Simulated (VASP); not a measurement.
Calculation: PBE GGA, VASP's PBE PAW potentials (set 64) (plane waves; VASP).

Input for VASP

POSCAR:
```
Ti3Al
1
    5.6327460000     0.0000000000     0.0000000000
   -2.8163730000     4.8781010000     0.0000000000
    0.0000000000     0.0000000000     4.5379390000
Ti Al
6 2
Direct
  0.8299000000   0.6598000000   0.2500000000
  0.1701000000   0.3402000000   0.7500000000
  0.1701000000   0.8299000000   0.7500000000
  0.8299000000   0.1701000000   0.2500000000
  0.3402000000   0.1701000000   0.2500000000
  0.6598000000   0.8299000000   0.7500000000
  0.3333330000   0.6666670000   0.2500000000
  0.6666670000   0.3333330000   0.7500000000
```

### INCAR
```
ALGO  =  Normal
EDIFF  =  1E-6
ENCUT  =  300
GGA  =  PE
ISIF  =  2
ISMEAR  =  0
LASPH  =  .TRUE.
LCHARG  =  .FALSE.
LMAXMIX  =  4
LREAL  =  .FALSE.
LWAVE  =  .FALSE.
NELM  =  100
PREC  =  Accurate
SIGMA  =  0.1
SYSTEM  =  Ti3Al
```

KPOINTS:
```
Automatic mesh
0
Gamma
5 5 5
0 0 0
```

POTCAR, in this order: Ti_sv Al (PBE.64 set). Program: vasp_std.

The run wrote:

**OUTCAR**
```
 ion  position               nearest neighbor table
   1  0.830  0.660  0.250-   4 2.76   5 2.76   8 2.77   8 2.77   3 2.81   3 2.81   6 2.81   6 2.81
                             7 2.82   7 2.82   4 2.87   5 2.87
   2  0.170  0.340  0.750-   3 2.76   6 2.76   7 2.77   7 2.77   4 2.81   4 2.81   5 2.81   5 2.81
                             8 2.82   8 2.82   3 2.87   6 2.87
   3  0.170  0.830  0.750-   2 2.76   6 2.76   7 2.77   7 2.77   5 2.81   5 2.81   1 2.81   1 2.81
                             8 2.82   8 2.82   2 2.87   6 2.87
   4  0.830  0.170  0.250-   1 2.76   5 2.76   8 2.77   8 2.77   6 2.81   6 2.81   2 2.81   2 2.81
                             7 2.82   7 2.82   1 2.87   5 2.87
   5  0.340  0.170  0.250-   1 2.76   4 2.76   8 2.77   8 2.77   3 2.81   3 2.81   2 2.81   2 2.81
                             7 2.82   7 2.82   1 2.87   4 2.87
   6  0.660  0.830  0.750-   2 2.76   3 2.76   7 2.77   7 2.77   4 2.81   4 2.81   1 2.81   1 2.81
                             8 2.82   8 2.82   2 2.87   3 2.87
   7  0.333  0.667  0.250-   3 2.77   3 2.77   2 2.77   2 2.77   6 2.77   6 2.77   5 2.82   1 2.82
                             4 2.82   4 2.82   5 2.82   1 2.82
   8  0.667  0.333  0.750-   4 2.77   4 2.77   1 2.77   1 2.77   5 2.77   5 2.77   6 2.82   2 2.82
                             3 2.82   3 2.82   6 2.82   2 2.82
  LATTYP: Found a hexagonal cell.
 ALAT       =     5.6327460000
 C/A-ratio  =     0.8056352976
 Subroutine PRICEL returns:
 Original cell was already a primitive cell.
 Subroutine GETGRP returns: Found 24 space group operations
The static configuration has the point symmetry D_3d.
 The point group associated with its full space group is D_6h.
...
```

**OSZICAR**
```
       N       E                     dE             d eps       ncg     rms          rms(c)
DAV:   1     0.837547806162E+03    0.83755E+03   -0.29160E+04  1388   0.146E+03
DAV:   2     0.631383128914E+02   -0.77441E+03   -0.75966E+03  1386   0.508E+02
DAV:   3    -0.492230484003E+02   -0.11236E+03   -0.10887E+03  2266   0.166E+02
DAV:   4    -0.631551992962E+02   -0.13932E+02   -0.13725E+02  2072   0.517E+01
DAV:   5    -0.640155862587E+02   -0.86039E+00   -0.85656E+00  2106   0.111E+01    0.233E+01
DAV:   6    -0.561613550314E+02    0.78542E+01   -0.42405E+01  1704   0.417E+01    0.536E+00
DAV:   7    -0.563708408603E+02   -0.20949E+00   -0.33352E+00  1920   0.748E+00    0.437E+00
DAV:   8    -0.563850696983E+02   -0.14229E-01   -0.37648E-01  1792   0.357E+00    0.161E+00
DAV:   9    -0.563888627877E+02   -0.37931E-02   -0.90757E-02  1888   0.189E+00    0.437E-01
DAV:  10    -0.563890500694E+02   -0.18728E-03   -0.16308E-02  1822   0.793E-01    0.124E-01
DAV:  11    -0.563891731060E+02   -0.12304E-03   -0.78968E-04  2064   0.165E-01    0.404E-02
DAV:  12    -0.563891505868E+02    0.22519E-04   -0.95423E-05  2018   0.466E-02    0.127E-02
DAV:  13    -0.563891467107E+02    0.38761E-05   -0.11070E-05  1816   0.217E-02    0.210E-03
DAV:  14    -0.563891474296E+02   -0.71886E-06   -0.10258E-06  1040   0.653E-03
   1 F= -.56389147E+02 E0= -.56380926E+02  d E =-.164434E-01
```

File OUTCAR:
```
------------------------ aborting loop because EDIFF is reached ----------------------------------------
  FORCE on cell =-STRESS in cart. coord.  units (eV):
  Direction    XX          YY          ZZ          XY          YZ          ZX
  --------------------------------------------------------------------------------------
  Total        6.4722183      6.4722180      7.4963874      0.0000000     -0.0000000      0.0000000
  in kB       83.1637628     83.1637584     96.3236638      0.0000000     -0.0000000      0.0000000
  external PRESSURE =      87.5503950 kB  Pullay stress =       0.0000000 kB
  volume of cell :      124.69
      direct lattice vectors                 reciprocal lattice vectors
     5.632746000  0.000000000  0.000000000     0.177533303  0.102498903  0.000000000
    -2.816373000  4.878101000  0.000000000     0.000000000  0.204997805  0.000000000
     0.000000000  0.000000000  4.537939000     0.000000000  0.000000000  0.220364355
 POSITION                                       TOTAL-FORCE (eV/Angst)
 -----------------------------------------------------------------------------------
      2.81637      3.21857      1.13448         0.000000      0.001288     -0.000000
     -0.00000      1.65953      3.40345        -0.000000     -0.001288      0.000000
     -1.37918      4.04834      3.40345        -0.001115      0.000644      0.000000
      4.19555      0.82976      1.13448         0.001115     -0.000644     -0.000000
      1.43720      0.82976      1.13448        -0.001115     -0.000644     -0.000000
      1.37918      4.04834      3.40345         0.001115      0.000644     -0.000000
     -0.00000      3.25207      1.13448        -0.000000     -0.000000     -0.000000
      2.81638      1.62603      3.40345         0.000000      0.000000     -0.000000
 -----------------------------------------------------------------------------------
    total drift:                               -0.004879      0.002817     -0.000027
  FREE ENERGIE OF THE ION-ELECTRON SYSTEM (eV)
  ---------------------------------------------------
  free  energy   TOTEN  =       -56.3891474296 eV

  energy  without entropy=      -56.3727040053  energy(sigma->0) =      -56.38092572
```
(Selected blocks of OUTCAR.)

At this cut-off the stress carries a Pulay error, which pulls relaxed volumes low.

The structure comes from a computed database's Ti3Al entry (P6_3/mmc); how it stands against other phases isn't given here. The cell was not relaxed at this level, and its volume differs by -5.9 % from the start's.
